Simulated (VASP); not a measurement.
Input:

```xyz
6
Lattice="4.4536 0.0000 0.0000 0.0000 4.4536 0.0000 0.0000 0.0000 2.9750" Properties=species:S:1:pos:R:3 pbc="T T T"
Mg     0.0000     0.0000     0.0000
Mg     2.2268     2.2268     1.4875
H      1.3541     1.3541     2.9750
H      3.5809     0.8727     1.4875
H      0.8727     3.5809     1.4875
H      3.0995     3.0995     0.0000
```

All values below come from PBE GGA with D3 dispersion (zero damping), VASP's PBE PAW potentials (set 64) (plane waves; VASP). Run with 520 eV cut-off, Gaussian smearing of 0.050 eV, potentials Mg H.

Question: Give the energies of bands 1 to 7 at the high-symmetry points, in eV from the valence-band maximum.

Answer: 
| band | Γ | X | M | Z | R | A |
|---|---|---|---|---|---|---|
| 1 | -6.62 | -4.96 | -3.84 | -3.11 | -2.33 | -1.93 |
| 2 | -1.50 | -4.96 | -3.84 | -3.11 | -2.33 | -1.93 |
| 3 | -1.50 | -0.53 | -2.84 | -0.09 | -1.12 | -0.99 |
| 4 | -0.42 | -0.53 | -2.84 | -0.09 | -1.12 | -0.99 |
| 5 | 4.70 | 5.42 | 9.26 | 6.54 | 5.26 | 3.97 |
| 6 | 5.15 | 5.42 | 9.26 | 6.54 | 5.26 | 3.97 |
| 7 | 9.36 | 10.25 | 9.38 | 6.90 | 6.94 | 4.18 |

The gap is indirect, 3.79 eV, from the valence maximum at M-Γ at 0.67 to the conduction minimum at A-Z at 0.22.

The compound is MgH2 in the rutile structure. It was relaxed first.
